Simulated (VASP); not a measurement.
Output of a VASP run:

File OSZICAR:
```
       N       E                     dE             d eps       ncg     rms          rms(c)
DAV:   1     0.110900140961E+03    0.11090E+03   -0.99457E+03  1828   0.138E+03
DAV:   2    -0.210065517034E+02   -0.13191E+03   -0.12722E+03  2136   0.335E+02
DAV:   3    -0.265244891284E+02   -0.55179E+01   -0.54508E+01  2904   0.590E+01
DAV:   4    -0.266772801178E+02   -0.15279E+00   -0.15270E+00  2337   0.894E+00
DAV:   5    -0.266812444307E+02   -0.39643E-02   -0.39642E-02  2806   0.116E+00    0.208E+01
DAV:   6    -0.241469896467E+02    0.25343E+01   -0.74552E+00  2198   0.193E+01    0.833E+00
DAV:   7    -0.241169417974E+02    0.30048E-01   -0.87640E-01  2742   0.615E+00    0.288E+00
DAV:   8    -0.241190805243E+02   -0.21387E-02   -0.94046E-02  2210   0.284E+00    0.760E-01
DAV:   9    -0.241164754108E+02    0.26051E-02   -0.16534E-02  2305   0.106E+00    0.150E-01
DAV:  10    -0.241164526094E+02    0.22801E-04   -0.90995E-04  2357   0.283E-01    0.414E-02
DAV:  11    -0.241164690991E+02   -0.16490E-04   -0.35139E-05  2430   0.728E-02    0.122E-02
DAV:  12    -0.241164688503E+02    0.24877E-06   -0.16886E-06  1709   0.138E-02
   1 F= -.24116469E+02 E0= -.24116397E+02  d E =-.241165E+02
       N       E                     dE             d eps       ncg     rms          rms(c)
DAV:   1    -0.241173662044E+02   -0.89711E-03   -0.47737E-02  1915   0.219E+00    0.154E-01
DAV:   2    -0.241169395655E+02    0.42664E-03   -0.11101E-03  2105   0.282E-01    0.849E-02
DAV:   3    -0.241167580732E+02    0.18149E-03   -0.48891E-04  2080   0.200E-01    0.191E-02
DAV:   4    -0.241167578609E+02    0.21236E-06   -0.10536E-05  2013   0.295E-02    0.848E-03
DAV:   5    -0.241167578439E+02    0.16980E-07   -0.45082E-07  1475   0.761E-03
   2 F= -.24116758E+02 E0= -.24116684E+02  d E =-.288994E-03
```

**OUTCAR**
```
------------------------ aborting loop because EDIFF is reached ----------------------------------------
  FORCE on cell =-STRESS in cart. coord.  units (eV):
  Direction    XX          YY          ZZ          XY          YZ          ZX
  --------------------------------------------------------------------------------------
  Total        0.0136070      0.0136070     -0.0017413      0.0000000      0.0000000      0.0000000
  in kB        0.6985242      0.6985245     -0.0893932      0.0000000      0.0000000      0.0000000
  external PRESSURE =       0.4358852 kB  Pullay stress =       0.0000000 kB
  volume of cell :       31.21
      direct lattice vectors                 reciprocal lattice vectors
     1.590764600 -2.755285585  0.000000000     0.314314261 -0.181469392  0.000000000
     1.590764600  2.755285585 -0.000000000     0.314314261  0.181469392  0.000000000
    -0.000000000 -0.000000000  3.560311085     0.000000000  0.000000000  0.280874333
 POSITION                                       TOTAL-FORCE (eV/Angst)
 -----------------------------------------------------------------------------------
      0.00000     -0.00000      0.00000        -0.000000      0.000000      0.000000
      1.59076      0.91843      1.78016         0.000000      0.000000      0.000000
      1.59076     -0.91843      1.78016        -0.000000     -0.000000     -0.000000
 -----------------------------------------------------------------------------------
    total drift:                                0.000000     -0.000000      0.000000
  FREE ENERGIE OF THE ION-ELECTRON SYSTEM (eV)
  ---------------------------------------------------
  free  energy   TOTEN  =       -24.1167578439 eV

  energy  without entropy=      -24.1165363676  energy(sigma->0) =      -24.11668402

 reached required accuracy - stopping structural energy minimisation
```
(Selected blocks of OUTCAR.)

### POSCAR
```
ZrB2
1
    1.5928187311    -2.7588434465     0.0000000000
    1.5928187311     2.7588434465    -0.0000000000
    0.0000000000     0.0000000000     3.5513232450
Zr B
1 2
Direct
  0.0000000000   0.0000000000   0.0000000000
  0.3333330000   0.6666670000   0.5000000000
  0.6666670000   0.3333330000   0.5000000000
```

**Question.** Write an INCAR and KPOINTS that could have produced this output.

**Answer.** This is not unique; one that fits is the input of the run itself, revPBE GGA, plane waves, VASP's PBE PAW potentials (set 64).

File KPOINTS:
```
K-points
0
G
  10 10 8
```

**INCAR**
```
ALGO = Normal
EDIFF = 1E-6
EDIFFG = -0.02
ENCUT = 520
GGA = RE
IBRION = 2
ISIF = 3
ISMEAR = 1
LASPH = .TRUE.
LCHARG = .FALSE.
LMAXMIX = 4
LREAL = .FALSE.
LWAVE = .FALSE.
NELM = 100
NSW = 60
PREC = Accurate
SIGMA = 0.1
SYSTEM = ZrB2
```

POTCAR, in this order: Zr_sv B (PBE.64 set). Program: vasp_std.

The compound is ZrB2 in the AlB2 type structure. This run relaxes it. Symmetry was kept, so distortions that lower it aren't found. The start is the result of an earlier pass.
